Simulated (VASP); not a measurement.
# ScF3: NMR shieldings, part 3 of 3

Wanted: the shieldings and field gradients at the nuclei of ScF3. The cell has space group Pm-3m. The start is a cell from a database of measured crystal structures.

VASP 6.6.1, plane waves and PAW; the level of theory is named at each step.

So far. Step 2 (Ground state): The cell has a gap of 6.24 eV on this mesh and a pressure of -2.5 GPa, which holds the misfit of the given cell and coordinates with this functional, and any error of cutoff, mesh and data sets.

### 3. Shielding tensors (continued)

Level of this step: chemical shifts by linear response (GIPAW), LDA; plane waves and PAW (Sc_sv, F) (VASP).

From OUTCAR (step 3):

```text
The static configuration has the point symmetry O_h .

 Found     20 irreducible k-points:

   k-points           NKPTS =     20   k-points in BZ     NKDIM =     20   number of bands    NBANDS=     22

   dimension x,y,z NGX =    32 NGY =   32 NGZ =   32
   dimension x,y,z NGXF=    64 NGYF=   64 NGZF=   64

   ENCUT  =  560.0 eV  41.16 Ry    6.42 a.u.   7.74  7.74  7.74*2*pi/ulx,y,z

   NELECT =      32.0000    total number of electrons

  Total       -0.9267302     -0.9267302     -0.9267302      0.0000000     -0.0000000     -0.0000000
  in kB      -22.9844963    -22.9844963    -22.9844963      0.0000000     -0.0000000     -0.0000000
  external PRESSURE =     -22.9844963 kB  Pullay stress =       0.0000000 kB

  energy-cutoff  :      560.00
  volume of cell :       64.60
      direct lattice vectors                 reciprocal lattice vectors
     4.012450000  0.000000000  0.000000000     0.249224289  0.000000000  0.000000000
     0.000000000  4.012450000  0.000000000     0.000000000  0.249224289  0.000000000
     0.000000000  0.000000000  4.012450000     0.000000000  0.000000000  0.249224289

 POSITION                                       TOTAL-FORCE (eV/Angst)
 -----------------------------------------------------------------------------------
      0.00000      0.00000      0.00000         0.000000      0.000000      0.000000
      0.00000      0.00000      2.00623         0.000000      0.000000      0.000000
      0.00000      2.00623      0.00000         0.000000      0.000000      0.000000
      2.00623      0.00000      0.00000         0.000000      0.000000      0.000000
 -----------------------------------------------------------------------------------
    total drift:                                0.000000      0.000000     -0.000000

 Electric field gradients after diagonalization (V/A^2)
 (convention: |V_zz| > |V_xx| > |V_yy|)
----------------------------------------------------------------------
 ion       V_xx      V_yy      V_zz     asymmetry (V_yy - V_xx)/ V_zz
----------------------------------------------------------------------
   1      -0.000     0.000     0.000       0.760
   2     -27.915   -27.915    55.831       0.000
   3     -27.915   -27.915    55.831       0.000
   4     -27.915   -27.915    55.831       0.000
----------------------------------------------------------------------

  ORBITAL MAGNETIC SUSCEPTIBILITY, excluding core contribution
 -------------------------------------------------------------
  Approximate magnetic susceptibility, pGv (10^-6 cm^3/mole)
     1        -20.588589          0.000000          0.000000
     2          0.000000        -20.588589         -0.000000
     3         -0.000000         -0.000000        -20.588589
 -------------------------------------------------------------
  Approximate magnetic susceptibility, vGv (10^-6 cm^3/mole)
     1        -21.306197          0.000000         -0.000000
     2          0.000000        -21.306197          0.000000
     3          0.000000          0.000000        -21.306197

  CSA tensor (J. Mason, Solid State Nucl. Magn. Reson. 2, 285 (1993))
  for chemical shielding  (including the isotropic core contribution)

  BDIR labels direction of applied magnetic field (i.e. B0)
  For BDIR==1, B0 along x-axis, etc.
  Induced field listed along cartesian directions for each BDIR
 ------------------------------------------------------------------------------------------
                 EXCLUDING G=0 CONTRIBUTION              INCLUDING G=0 CONTRIBUTION
 ------------------------------------------------------------------------------------------
  ion  BDIR            X           Y           Z                X           Y           Z
          (   iso_shield        span        skew ) (   iso_shield        span        skew )
 ------------------------------------------------------------------------------------------
    1     1     808.4704     -0.0000     -0.0000         813.1174     -0.0000     -0.0000
          2      -0.0000    808.4704     -0.0000          -0.0000    813.1174     -0.0000
          3       0.0000      0.0000    808.4704           0.0000      0.0000    813.1174
          (     808.4704      0.0000      0.0000 ) (     813.1174      0.0000      0.0000 )

    2     1     -88.2309     -0.0000      0.0000         -83.5838     -0.0000     -0.0000
          2      -0.0000    -88.2309     -0.0000          -0.0000    -83.5838     -0.0000
          3       0.0000     -0.0000    378.3279           0.0000     -0.0000    382.9750
          (      67.2887    466.5588      1.0000 ) (      71.9358    466.5588      1.0000 )

    3     1     -88.2309      0.0000     -0.0000         -83.5838      0.0000     -0.0000
          2      -0.0000    378.3279     -0.0000          -0.0000    382.9750     -0.0000
          3      -0.0000      0.0000    -88.2309          -0.0000      0.0000    -83.5838
          (      67.2887    466.5588      1.0000 ) (      71.9358    466.5588      1.0000 )

    4     1     378.3279     -0.0000     -0.0000         382.9750     -0.0000     -0.0000
          2      -0.0000    -88.2309     -0.0000          -0.0000    -83.5838     -0.0000
          3      -0.0000     -0.0000    -88.2309          -0.0000     -0.0000    -83.5838
          (      67.2887    466.5588      1.0000 ) (      71.9358    466.5588      1.0000 )
 ------------------------------------------------------------------------------------------

[... 3 parts as in an earlier step ...]

[... 2 further parts left out ...]
```

This step gave:

```yaml
free_energy_toten: -29.58 eV
fermi_energy: -3.708 eV
pressure: -2.298 GPa
gap_on_the_k_mesh: 6.185 eV
least_direct_gap_on_the_k_mesh: 6.717 eV
```

Valence and core; the G = 0 term is that of a spherical sample. NMR shielding, by row:

```tsv
atom	isotropic shielding (ppm)	span (ppm)	skew	isotropic shielding without the G = 0 term (ppm)
Sc1	813.1	0	-	808.5
F2	71.94	466.6	1	67.29
F3	71.94	466.6	1	67.29
F4	71.94	466.6	1	67.29
```

Ordered as |Vzz| ≥ |Vxx| ≥ |Vyy|, the program's way. Electric field gradients, by row:

```tsv
atom	Vxx (V/Å²)	Vyy (V/Å²)	Vzz (V/Å²)	asymmetry
Sc1	0	0	0	-
F2	-27.91	-27.91	55.83	0
F3	-27.91	-27.91	55.83	0
F4	-27.91	-27.91	55.83	0
```

### 4. Results

```
Sc, isotropic shielding : 813.1 ppm
F, isotropic shielding  : 71.9 ppm
```

In words: At LDA the isotropic shieldings are Sc 813.1 ppm; F 71.9 ppm. The widest tensor is that of F2, with a span (largest less smallest principal value) of 467 ppm. The largest field gradient is Vzz = 55.8 V/Å² at F2. Shifts were not obtained, since a shift is the shielding of a reference compound, computed alike, less these values. The G = 0 term is the part set by the sample's shape, taken here for a sphere. No finer mesh was run, so convergence in it isn't shown. VASP's guide advises NLSPLINE for shieldings, which this input doesn't set; the effect wasn't tested. The cell has space group Pm-3m.

[Lines on the potential files, build, host, timing and source positions are cut from VASP's logs without a mark.]

[Logs are printed without paths, hosts, clocks, repeated set-up lines and the standing remarks that a program may print on its own settings, such as how far it seeks lower states.]

[Hosts, paths, dates, database ids (printed as entryN), source tags and the programs' standing remarks are cut or masked in the printed files.]
